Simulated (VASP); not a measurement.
Here is the system:

```yaml
crystal:
  lattice:
    - [0.00000, 2.18692, 2.18692]
    - [2.18692, 0.00000, 2.18692]
    - [2.18692, 2.18692, 0.00000]
  atoms:
    - { symbol: Si, position: [0.00000, 0.00000, 0.00000] }
    - { symbol: C, position: [0.25000, 0.25000, 0.25000] }
```

All values below come from optB86b-vdW, VASP's PBE PAW potentials (set 64) (plane waves; VASP). Settings: 520 eV cut-off, 12×12×12 Γ-centred mesh, tetrahedra with Blöchl corrections, potentials Si C.

Question: Estimate the energy per atom (σ→0), band gap (on the k-mesh) with the smallest direct gap where there is one.

Answer: 
```yaml
band gap (on the k-mesh): 1.41 eV
smallest direct gap (on the k-mesh): 4.57 eV
energy per atom (σ→0): -6.491 eV/atom
```

Only differences to runs with the same potentials and settings are physical.

The compound is SiC in the zinc blende structure. It was relaxed first.
